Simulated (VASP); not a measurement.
A VASP calculation is set up with these files.

INCAR:
```
SYSTEM = NiAl
PREC = Accurate
ENCUT = 400
EDIFF = 1E-6
NELM = 60
ALGO = VeryFast
LREAL = .FALSE.
LASPH = .TRUE.
ISMEAR = 1
SIGMA = 0.1
GGA = PE
LMAXMIX = 4
LWAVE = .FALSE.
LCHARG = .FALSE.
ISIF = 2
NELMDL = -1
```

**POSCAR**
```
NiAl
1
    2.8900000000     0.0000000000     0.0000000000
    0.0000000000     2.8900000000     0.0000000000
    0.0000000000     0.0000000000     2.8900000000
Al Ni
1 1
Direct
  0.5000000000   0.5000000000   0.5000000000
  0.0000000000   0.0000000000   0.0000000000
```

File KPOINTS:
```
Automatic mesh
0
Gamma
10 10 10
0 0 0
```

POTCAR, in this order: Al Ni (PBE.64 set). Program: vasp_std.

Output

### standard output
```
...
RMM:  22     0.329237177578E+03   -0.67401E-01   -0.45524E-01  2203   0.160E+01    0.262E+01
RMM:  23     0.329155344200E+03   -0.81833E-01   -0.55331E-01  2169   0.152E+01    0.320E+01
RMM:  24     0.329272556123E+03    0.11721E+00    0.10375E-03  2117   0.152E+01    0.267E+01
RMM:  25     0.329273995836E+03    0.14397E-02   -0.10502E+00  2159   0.155E+01    0.192E+01
RMM:  26     0.329233319433E+03   -0.40676E-01   -0.51044E-01  2187   0.139E+01    0.101E+01
RMM:  27     0.329179811812E+03   -0.53508E-01   -0.53997E-01  2214   0.132E+01    0.884E+00
RMM:  28     0.329133194330E+03   -0.46617E-01   -0.51524E-01  2189   0.128E+01    0.796E+00
RMM:  29     0.329076904322E+03   -0.56290E-01   -0.59222E-01  2181   0.125E+01    0.272E+00
RMM:  30     0.329022159568E+03   -0.54745E-01   -0.55303E-01  2205   0.121E+01    0.187E+00
RMM:  31     0.328971432796E+03   -0.50727E-01   -0.53068E-01  2151   0.117E+01    0.102E+00
RMM:  32     0.328923739949E+03   -0.47693E-01   -0.49956E-01  2211   0.114E+01    0.772E-01
RMM:  33     0.328872644156E+03   -0.51096E-01   -0.52696E-01  2161   0.112E+01    0.208E+00
RMM:  34     0.328829037796E+03   -0.43606E-01   -0.46050E-01  2147   0.109E+01    0.221E+00
RMM:  35     0.328788335583E+03   -0.40702E-01   -0.43488E-01  2124   0.108E+01    0.105E+00
RMM:  36     0.328749539196E+03   -0.38796E-01   -0.40735E-01  2169   0.106E+01    0.116E+00
RMM:  37     0.328707517889E+03   -0.42021E-01   -0.43825E-01  2166   0.103E+01    0.378E-01
WARNING in EDDRMM: call to ZHEGV failed, returncode =   6  3      1
RMM:  38     0.328666854339E+03   -0.40664E-01   -0.42323E-01  2208   0.100E+01    0.184E-01
RMM:  39     0.328625977609E+03   -0.40877E-01   -0.42449E-01  2162   0.982E+00    0.476E-01
RMM:  40     0.328585720077E+03   -0.40258E-01   -0.41779E-01  2051   0.963E+00    0.576E-01
RMM:  41     0.328544971875E+03   -0.40748E-01   -0.42194E-01  2034   0.946E+00    0.863E-01
RMM:  42     0.328504957920E+03   -0.40014E-01   -0.41451E-01  2004   0.929E+00    0.875E-01
RMM:  43     0.328465872830E+03   -0.39085E-01   -0.40460E-01  2128   0.913E+00    0.932E-01
RMM:  44     0.328428943984E+03   -0.36929E-01   -0.38196E-01  2099   0.898E+00    0.134E+00
RMM:  45     0.328394953287E+03   -0.33991E-01   -0.35239E-01  2099   0.882E+00    0.158E+00
RMM:  46     0.328364468378E+03   -0.30485E-01   -0.31736E-01  1901   0.868E+00    0.162E+00
RMM:  47     0.328335844326E+03   -0.28624E-01   -0.29812E-01  1889   0.854E+00    0.173E+00
RMM:  48     0.328309776428E+03   -0.26068E-01   -0.27279E-01  1970   0.841E+00    0.167E+00
RMM:  49     0.328285307011E+03   -0.24469E-01   -0.25726E-01  2142   0.830E+00    0.139E+00
RMM:  50     0.328262743412E+03   -0.22564E-01   -0.23764E-01  2153   0.818E+00    0.109E+00
RMM:  51     0.328240654566E+03   -0.22089E-01   -0.23210E-01  2159   0.805E+00    0.874E-01
RMM:  52     0.328220124492E+03   -0.20530E-01   -0.21596E-01  2158   0.793E+00    0.783E-01
RMM:  53     0.328199804156E+03   -0.20320E-01   -0.21330E-01  2002   0.781E+00    0.788E-01
RMM:  54     0.328181049242E+03   -0.18755E-01   -0.19742E-01  1944   0.770E+00    0.809E-01
RMM:  55     0.328162576652E+03   -0.18473E-01   -0.19426E-01  1889   0.760E+00    0.872E-01
RMM:  56     0.328145780118E+03   -0.16797E-01   -0.17747E-01  2071   0.750E+00    0.830E-01
RMM:  57     0.328129425079E+03   -0.16355E-01   -0.17289E-01  2157   0.741E+00    0.772E-01
RMM:  58     0.328114527707E+03   -0.14897E-01   -0.15785E-01  2027   0.730E+00    0.798E-01
RMM:  59     0.328100030021E+03   -0.14498E-01   -0.15354E-01  1883   0.721E+00    0.888E-01
RMM:  60     0.328087427431E+03   -0.12603E-01   -0.13459E-01  1869   0.712E+00

 -----------------------------------------------------------------------------
|                                                                             |
|           W    W    AA    RRRRR   N    N  II  N    N   GGGG   !!!           |
|           W    W   A  A   R    R  NN   N  II  NN   N  G    G  !!!           |
|           W    W  A    A  R    R  N N  N  II  N N  N  G       !!!           |
|           W WW W  AAAAAA  RRRRR   N  N N  II  N  N N  G  GGG   !            |
|           WW  WW  A    A  R   R   N   NN  II  N   NN  G    G                |
|           W    W  A    A  R    R  N    N  II  N    N   GGGG   !!!           |
|                                                                             |
|     The electronic self-consistency was not achieved in the given           |
|     number of steps (NELM). The forces and other quantities evaluated       |
|     might not be reliable so examine the results carefully. If you find     |
|     spurious results, we suggest increasing NELM, if you were close to      |
|     convergence or switching to a different ALGO or adjusting the           |
|     density mixing parameters otherwise.                                    |
|                                                                             |
 -----------------------------------------------------------------------------

   1 F= 0.32808743E+03 E0= 0.32808757E+03  d E =-.421252E-03
```

File OUTCAR:
```
------------------------ aborting loop EDIFF was not reached (unconverged)  ----------------------------
  FORCE on cell =-STRESS in cart. coord.  units (eV):
  Direction    XX          YY          ZZ          XY          YZ          ZX
  --------------------------------------------------------------------------------------
  Total       68.2289455     68.2289455     68.2289455      0.0000000      0.0000000     -0.0000000
  in kB     4528.8268130   4528.8268130   4528.8268130      0.0000000      0.0000000     -0.0000000
  external PRESSURE =    4528.8268130 kB  Pullay stress =       0.0000000 kB
  volume of cell :       24.14
      direct lattice vectors                 reciprocal lattice vectors
     2.890000000  0.000000000  0.000000000     0.346020761  0.000000000  0.000000000
     0.000000000  2.890000000  0.000000000     0.000000000  0.346020761  0.000000000
     0.000000000  0.000000000  2.890000000     0.000000000  0.000000000  0.346020761
 POSITION                                       TOTAL-FORCE (eV/Angst)
 -----------------------------------------------------------------------------------
      1.44500      1.44500      1.44500         0.000000      0.000000      0.000000
      0.00000      0.00000      0.00000         0.000000      0.000000      0.000000
 -----------------------------------------------------------------------------------
    total drift:                               -0.000000      0.000000     -0.000000
  FREE ENERGIE OF THE ION-ELECTRON SYSTEM (eV)
  ---------------------------------------------------
  free  energy   TOTEN  =       328.0874274305 eV

  energy  without entropy=      328.0878486821  energy(sigma->0) =      328.08756785
```
(Selected blocks of OUTCAR.)

Problem. From input and log, find the fault in this run and mend it.

Solution. The cause: ALGO = VeryFast starts from random orbitals with almost no delay (NELMDL = -1). Convergence was not reached. Against the sound run, the energy per atom (σ→0) increases by 169.316 eV/atom; the pressure rises by 452.80 GPa. To mend it, set ALGO = Normal, remove NELMDL.

The mended run (PBE GGA, plane waves, VASP's PBE PAW potentials (set 64)) converges, and its OSZICAR ends with
```
   1 F= -.10543939E+02 E0= -.10543895E+02  d E =-.131544E-03
```

The compound is NiAl in the CsCl type structure. The cell was not relaxed at this level. The run is not spin-polarised, so no magnetic state was tried. The electron count is odd and the run is not spin-polarised, which forces a metal.
